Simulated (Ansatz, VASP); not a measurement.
# K2CO3 (liquid K2CO3 at 1190 K): VASP beside Ansatz

Aim: how closely do two programs agree when they are given the same cell, functional and k mesh? The cell is taken from a series of runs on this material, whose earlier steps may have relaxed, scaled, displaced or heated it; both programs get it as it stands.

Program: Ansatz 0.2.0. Level of theory: plane waves, with VASP 6.6.1 beside it; single point at PBE. Results are calculated unless marked as measured.

**1. Starting point**

The cell holds 180 atoms: 30 C, 90 O and 60 K. Cell: a = 15.360 Å, b = 15.360 Å, c = 15.360 Å, α = 90.0°, β = 90.0°, γ = 90.0°. As first built, before any earlier steps moved the atoms (in the runner's words): 60 K+, 30 CO3 2- placed at random, at 1.9 g/cm^3; overlaps pushed apart, then 10 ps at 1590 K with harmonic planar carbonate ions with charges +1 on C and -1 on O; Joung-Cheatham ions (J. Phys. Chem. B 112, 9020 (2008)); charges of ions scaled by 0.8. Snapshot after 20 ps at 1190 K and fixed volume. The density is a measured one.

**2. VASP: single point, PBE**

A single point gives forces, pressure and levels at one fixed geometry, so differences don't come from the geometry; what else differs is listed under the comparison.

Lines of VASP's logs that name or quote its potential files are left out, and so is its time.

INCAR reads:

```
SYSTEM = K2CO3
PREC = Accurate
ENCUT = 600
EDIFF = 1E-06
NELM = 120
ISMEAR = 0
SIGMA = 0.01
LREAL = Auto
ALGO = Normal
GGA = PE
NBANDS = 726
LORBIT = 11
LWAVE = .FALSE.
LCHARG = .FALSE.
ISIF = 2
LASPH = .TRUE.
GGA_COMPAT = .FALSE.
EFERMI = MIDGAP
```

POSCAR reads:

```
K2CO3
1.0
   15.3595900000      0.0000000000      0.0000000000
    0.0000000000     15.3595900000      0.0000000000
    0.0000000000      0.0000000000     15.3595900000
C O K
30 90 60
Direct
    0.0363000000      0.1159600000      0.2258400000
    0.1308900000      0.9138700000      0.7547900000
    0.8277500000      0.3730300000      0.9597300000
    0.1698700000      0.7376200000      0.3225800000
    0.6940800000      0.2154200000      0.6499800000
    0.2440800000      0.0081300000      0.0289800000
    0.5818900000      0.1235900000      0.0210000000
    0.4997600000      0.4851600000      0.7906900000
    0.6990600000      0.6621300000      0.0082700000
    0.0047100000      0.1758800000      0.8875200000
    0.7419600000      0.5957100000      0.2985000000
    0.0643600000      0.3414300000      0.5817100000
    0.7328900000      0.2073400000      0.2550700000
    0.4970700000      0.8831000000      0.2086700000
    0.4287100000      0.5480900000      0.1269100000
    0.4171600000      0.1586500000      0.6818700000
    0.3834500000      0.2597300000      0.2747900000
    0.9910400000      0.7505900000      0.4981100000
    0.0324400000      0.4404600000      0.2618700000
    0.1948000000      0.6134400000      0.7018000000
    0.8004900000      0.0163200000      0.5226200000
    0.4686200000      0.5034300000      0.5250000000
    0.1960600000      0.3898200000      0.0267200000
    0.5241200000      0.8212400000      0.5415000000
    0.8802000000      0.9270600000      0.1312300000
    0.8735400000      0.9227700000      0.8077000000
    0.2336800000      0.0318400000      0.4969800000
    0.5394500000      0.8583300000      0.8000700000
    0.0774100000      0.7070200000      0.0226300000
    0.8202900000      0.5752900000      0.6575600000
[... 144 atom lines left out ...]
    0.6005000000      0.6067200000      0.1682200000
    0.8848000000      0.3518300000      0.7140400000
    0.9664200000      0.6834800000      0.2494900000
    0.6229000000      0.0131800000      0.6955300000
    0.2403600000      0.8138900000      0.8873200000
    0.6304100000      0.0518300000      0.2149200000
```

KPOINTS reads:

```
Automatic mesh
0
Gamma
1 1 1
0 0 0
```

PAW data sets: C, O and K_sv (PBE family, release 64).

Started as:

```sh
export OMP_NUM_THREADS=3
mpirun -np 1 vasp_gam
```

Numbers of over 12 decimals in the logs are rounded to 6 here.

The log of the run:

```text
[banner, memory and clock lines left out]
running    1 mpi-ranks, on    1 nodes
[...]
Offloading initialized ...    1 GPUs detected
[...]
LDA part: xc-table for (Slater+PW92), standard interpolation
 POSCAR, INCAR and KPOINTS ok, starting setup
[...]
entering main loop
       N       E                     dE             d eps       ncg     rms          rms(c)
DAV:   1     0.150233251911E+05    0.15023E+05   -0.72746E+05  1452   0.181E+03
DAV:   2     0.380301530778E+03   -0.14643E+05   -0.14156E+05  1794   0.500E+02
DAV:   3    -0.115570866695E+04   -0.15360E+04   -0.15267E+04  1840   0.155E+02
DAV:   4    -0.121503967977E+04   -0.59331E+02   -0.59066E+02  1872   0.314E+01
[...]
DAV:  19    -0.105225728563E+04    0.21095E-05   -0.16361E-05  1840   0.879E-03    0.746E-03
DAV:  20    -0.105225728620E+04   -0.57123E-06   -0.10193E-05  1752   0.658E-03    0.311E-03
DAV:  21    -0.105225728659E+04   -0.39772E-06   -0.45901E-06  1536   0.312E-03
   1 F= -.10522573E+04 E0= -.10522573E+04  d E =0.000000E+00
```

Parts of OUTCAR (step 2):

```text
  FREE ENERGIE OF THE ION-ELECTRON SYSTEM (eV)
  ---------------------------------------------------
  free  energy   TOTEN  =     -1052.2572865942 eV

  energy  without entropy=    -1052.2572865942  energy(sigma->0) =    -1052.25728659
```

The run ends at a pressure of 5.10 GPa, with forces up to 14 eV/Å.

**3. Ansatz: single point, PBE**

Ansatz runs on its default PAW (the set named soft_2) files.

The same cell, functional and mesh now go to Ansatz, which takes its cutoff from its data sets.

input.yaml reads:

```yaml
crystal:
  lattice:
    - [15.35959, 0.0, 0.0]
    - [0.0, 15.35959, 0.0]
    - [0.0, 0.0, 15.35959]
  atoms:
    - { symbol: C, position: [0.0363, 0.11596, 0.22584] }
    - { symbol: O, position: [0.04513, 0.06152, 0.29022] }
    - { symbol: O, position: [0.08109, 0.18252, 0.22399] }
    - { symbol: O, position: [0.97462, 0.11086, 0.17786] }
    - { symbol: C, position: [0.13089, 0.91387, 0.75479] }
    - { symbol: O, position: [0.18061, 0.85655, 0.71747] }
    - { symbol: O, position: [0.10562, 0.90995, 0.82521] }
    - { symbol: O, position: [0.09799, 0.98051, 0.71263] }
    - { symbol: C, position: [0.82775, 0.37303, 0.95973] }
    - { symbol: O, position: [0.90411, 0.40868, 0.94061] }
    - { symbol: O, position: [0.7729, 0.37326, 0.9034] }
    - { symbol: O, position: [0.82682, 0.33655, 0.03614] }
    - { symbol: C, position: [0.16987, 0.73762, 0.32258] }
    - { symbol: O, position: [0.14751, 0.7874, 0.26115] }
    - { symbol: O, position: [0.16095, 0.65754, 0.30839] }
    - { symbol: O, position: [0.21921, 0.76389, 0.38167] }
    - { symbol: C, position: [0.69408, 0.21542, 0.64998] }
    - { symbol: O, position: [0.64742, 0.19725, 0.57513] }
    - { symbol: O, position: [0.75222, 0.27682, 0.64686] }
    - { symbol: O, position: [0.6687, 0.18183, 0.71411] }
    - { symbol: C, position: [0.24408, 0.00813, 0.02898] }
    - { symbol: O, position: [0.24936, 0.92685, 0.00817] }
    - { symbol: O, position: [0.28021, 0.06014, 0.96863] }
    - { symbol: O, position: [0.23874, 0.02428, 0.10622] }
    - { symbol: C, position: [0.58189, 0.12359, 0.021] }
    - { symbol: O, position: [0.58054, 0.05047, 0.05114] }
    - { symbol: O, position: [0.50774, 0.15617, 0.02566] }
    - { symbol: O, position: [0.63685, 0.14938, 0.9615] }
    - { symbol: C, position: [0.49976, 0.48516, 0.79069] }
    - { symbol: O, position: [0.56381, 0.50584, 0.74596] }
[... 144 atom lines left out ...]
    - { symbol: K, position: [0.6005, 0.60672, 0.16822] }
    - { symbol: K, position: [0.8848, 0.35183, 0.71404] }
    - { symbol: K, position: [0.96642, 0.68348, 0.24949] }
    - { symbol: K, position: [0.6229, 0.01318, 0.69553] }
    - { symbol: K, position: [0.24036, 0.81389, 0.88732] }
    - { symbol: K, position: [0.63041, 0.05183, 0.21492] }
kpoints:
  mp_grid: { grid: [1, 1, 1] }
hamiltonian:
  xc: pbe
scf:
  occupations: { method: fixed }
output:
  forces: true
  stress: true
  populations: true
  dos:
    method: { smearing: { sigma: 0.15 } }
    de: 0.1
    projected: { site_lists: { C: [C], K: [K], O: [O] } }
  eigenvalues: true
```

Started as:

```sh
ansatz run input.yaml --threads 8 --pin off --max-ram 15872MiB --backend cpu --events-out ev --progress --plain --runs-dir out
```

The log of the run:

```text
Engine: ansatz 0.2.0, aarch64-unknown-linux-gnu
Pseudopotentials: kind: paw
Pseudopotential: C, paw, valence charge 4, recommended cutoff 420 eV (normal), C.paw.azcp
Pseudopotential: O, paw, valence charge 6, recommended cutoff 420 eV (normal), O.paw.azcp
Pseudopotential: K, paw, valence charge 9, recommended cutoff 420 eV (normal), K.paw.azcp
Functional definition: PBE
  parameter kappa = 0.804
  parameter beta = 0.066725
  exchange = pbe_x(kappa = kappa, mu = beta*pi^2/3)
  correlation = pbe_c(beta = beta)
Crystal: 180 atoms, lattice volume = 3623.588 Å³
Basis set: ecut = 420 eV, 70751 PW (Γ), exchange–correlation on 216×216×216 points (8 copies of the dense FFT grid, shifted against one another)
Bands: 780, of which v1, the nominal top of the filled ones, is band 600 counted from 1 (599 counted from 0)
Symmetry: 1 space group operations
Space group: P1 (ITA 1), of the structure as read, at distance tolerance 1.5e-4 Å
k-points: 1
Non-local potential: C, projectors of the file, l = 0: 2, l = 1: 2, l = 2: 1
Non-local potential: O, projectors of the file, l = 0: 2, l = 1: 2, l = 2: 1
Non-local potential: K, projectors of the file, l = 0: 3, l = 1: 2, l = 2: 2
PAW form: soft (Blöchl's): semilocal exchange-correlation on the pseudo side does not see the compensation charge
PAW one-centre angular grid: C, 110 points (default); XC on 64 Gauss nodes
PAW one-centre angular grid: O, 110 points (default); XC on 64 Gauss nodes
PAW one-centre angular grid: K, 110 points (default); XC on 64 Gauss nodes
Initial density: superposition of atomic densities (neutral atoms: chi_scale 0, normalization atom), corrected by the library's trained network
Initial wavefunctions: pseudopotential atomic-orbital guess
Functional: x = pbe(κ = 0.804, μ = 0.219515), c = pbe(β = 0.066725)
SCF iter   1: F=—  HF=-150910.207338 eV  |F-HF|=—  |Δ(HF+E_count)|=         —  Δρ=2.90e-3  dr2=6.49e-1  ethr=1.77e-3  ⟨swp⟩=5.0  Hψ=2753  notcnv=0  defer=177
preconditioner: auto → Resta (q_TF=auto, 2.269 Å⁻¹)  ε∞=2.8  [insulator: Δε(μ)=1.634 eV  Ē_g=15.128 eV  n_scr=738 (ndim 8)  ℏωp=20.2 eV  f_vac=0.251  ε∞_Penn≈2.8]
SCF iter   2: F=—  HF=-150910.104624 eV  |F-HF|=—  |Δ(HF+E_count)|=   1.03e-1  Δρ=1.52e-3  dr2=1.59e-1  ethr=5.41e-5  ⟨swp⟩=2.0  Hψ=1350  notcnv=0  defer=178
SCF iter   3: F=—  HF=-150910.096486 eV  |F-HF|=—  |Δ(HF+E_count)|=   8.14e-3  Δρ=8.14e-4  dr2=5.51e-2  ethr=1.33e-5  ⟨swp⟩=3.0  Hψ=1147  notcnv=0  defer=178
SCF iter   4: F=—  HF=-150910.089137 eV  |F-HF|=—  |Δ(HF+E_count)|=   7.35e-3  Δρ=4.06e-4  dr2=8.34e-3  ethr=4.59e-6  ⟨swp⟩=3.0  Hψ=1157  notcnv=0  defer=178
SCF iter   5: F=—  HF=-150910.088632 eV  |F-HF|=—  |Δ(HF+E_count)|=   5.05e-4  Δρ=2.09e-4  dr2=1.53e-3  ethr=6.95e-7  ⟨swp⟩=3.0  Hψ=1474  notcnv=0  defer=178
SCF iter   6: F=—  HF=-150910.088783 eV  |F-HF|=—  |Δ(HF+E_count)|=   1.51e-4  Δρ=8.40e-5  dr2=2.41e-4  ethr=1.28e-7  ⟨swp⟩=3.0  Hψ=1213  notcnv=0  defer=178
SCF iter   7: F=—  HF=-150910.088849 eV  |F-HF|=—  |Δ(HF+E_count)|=   6.61e-5  Δρ=3.86e-5  dr2=5.12e-5  ethr=2.00e-8  ⟨swp⟩=3.0  Hψ=1253  notcnv=0  defer=178
SCF iter   8: F=—  HF=-150910.095789 eV  |F-HF|=—  |Δ(HF+E_count)|=   6.94e-3  Δρ=1.27e-5  dr2=6.08e-6  ethr=4.26e-9  ⟨swp⟩=3.0  Hψ=1335  notcnv=0  defer=173
SCF iter   9: F=—  HF=-150910.095794 eV  |F-HF|=—  |Δ(HF+E_count)|=   4.68e-6  Δρ=5.79e-6  dr2=1.26e-6  ethr=5.07e-10  ⟨swp⟩=3.0  Hψ=1141  notcnv=0  defer=177
SCF iter  10: F=—  HF=-150910.095794 eV  |F-HF|=—  |Δ(HF+E_count)|=   5.06e-7  Δρ=3.36e-6  dr2=3.91e-7  ethr=1.05e-10  ⟨swp⟩=3.0  Hψ=1306  notcnv=0  defer=177
SCF iter  11: F=-150910.095794 eV  HF=-150910.095794 eV  |F-HF|=2.07e-8  |Δ(HF+E_count)|=   3.83e-8  Δρ=8.23e-7  dr2=2.96e-8  ethr=8.33e-12  ⟨swp⟩=17.0  Hψ=5655  notcnv=0
SCF 1 converged in 11 iterations: F = -150910.095794 eV  dr2 = 2.96e-8
  greatest PAW one-centre occupation: 0.988 electrons in one spin orbital (limit 2), on the K atom at site 151 (counted from 0), in its partial waves of l = 0
SCF converged after 11 iterations
Free energy (F): -150910.095794 eV
Harris-Foulkes:  -150910.095794 eV  (|F-HF|=2.07e-8)
Internal energy: -150910.095794 eV  (E = F + TS)
E sigma→0 (E₀):  -150910.095794 eV
Fermi energy:    3.772770 eV
--- Per-component energies (eV) ---
  E_band       = -10390.644219
  E_kinetic    = 33939.091979
  E_local      = -98751.672551  (includes V_loc(G=0)·N_el)
  E_nonlocal   = 5940.585447
  E_hartree    = 36932.706429
  E_xc         = -16220.477615
  E_vxc        = -20183.991088  (∫ρ·V_xc dr)
  E_paw        = -64159.723592  (= ΣΔE_a)
  E_vpaw       = -5200.290366  (= ΣTr[D̂ρ^β])
  E_aug_tail   = 0.223921  (compensation charges beyond the density's cutoff)
  E_ewald      = -48590.829812
  E_smearing   = -0.000000  (= −TS)
  E_closure    = -0.000000  (closes the sum)
  Σ components = -150910.095794   (vs F -150910.095794, Δ=0.00e0)
--- Forces (eV/Å), atoms counted from 1 ---
[...]
--- Löwdin populations: 180 sites ---
  site symbol       q [e]
     0      C      3.3185
     1      O      6.7380
     2      O      6.6742
     3      O      6.6109
     4      C      3.3395
     5      O      6.6892
     6      O      6.5774
     7      O      6.7432
     8      C      3.3307
     9      O      6.7332
    10      O      6.5905
    11      O      6.6909
    12      C      3.3050
    13      O      6.7097
    14      O      6.6700
    15      O      6.6487
    16      C      3.3260
    17      O      6.7732
    18      O      6.7048
    19      O      6.5540
    20      C      3.3606
    21      O      6.6900
    22      O      6.7280
    23      O      6.5770
[...]
172      K      8.1468
   173      K      8.1666
   174      K      8.1335
   175      K      8.1698
   176      K      8.1670
   177      K      8.1656
   178      K      8.1664
   179      K      8.1507
  spilling = 0.008632 (of n_electrons = 1200.000000)
```

**4. Differences**

Known differences besides the potentials themselves: fixed occupations in Ansatz, narrow Gaussian smearing in VASP; the cutoff is 420 eV in Ansatz and 600 eV in VASP (PREC = Accurate, projectors in real space). Total energies have different zeros and are not compared.

Compared:

```tsv
quantity	Ansatz	VASP	difference
pressure (GPa)	4.68	5.10	-0.42
gap on the k mesh (eV)	1.225	1.224	+0.001
```

Forces on 7 of the 180 atoms, those with the largest forces and the largest differences (eV/Å; atoms numbered as in POSCAR):

```tsv
atom	Ansatz x, y, z	VASP x, y, z
C13	3.962, 3.245, 9.077	4.230, 3.206, 9.454
C20	2.760, -4.192, 10.153	2.622, -4.161, 10.609
O35	-1.962, -2.597, 11.040	-2.203, -2.653, 11.713
O69	-6.316, 0.762, -10.721	-6.738, 0.944, -11.357
O88	-1.419, 1.591, -11.678	-1.329, 1.654, -12.403
O97	-1.671, -4.535, -9.597	-1.727, -4.817, -10.142
O102	6.436, -8.093, -8.161	6.834, -8.460, -8.675
```

The forces differ by 156 meV/Å r.m.s., which is 5.9 % of the r.m.s. force of 2.628 eV/Å (both taken over all components). A gap on the mesh is an upper bound, since the band edges may lie between its points.

**5. Results**

* r.m.s. force difference (single point, PBE): 5.9 % of the r.m.s. force

In words: The r.m.s. force difference is 5.9 % of the r.m.s. force (single point, PBE), beyond the 3 % picked in this series as the mark of a large difference. What causes the difference of the single point, PBE pair stays open here. Such differences can come from data sets, numerical settings and the points named under the comparisons, not from the functional's error against experiment.

[Lines on the potential files, build, host, timing and source positions are cut from VASP's logs without a mark.]

[Logs are printed without paths, hosts, clocks, repeated set-up lines and the standing remarks that a program may print on its own settings, such as how far it seeks lower states.]

[Hosts, paths, dates, database ids (printed as entryN), source tags and the programs' standing remarks are cut or masked in the printed files.]
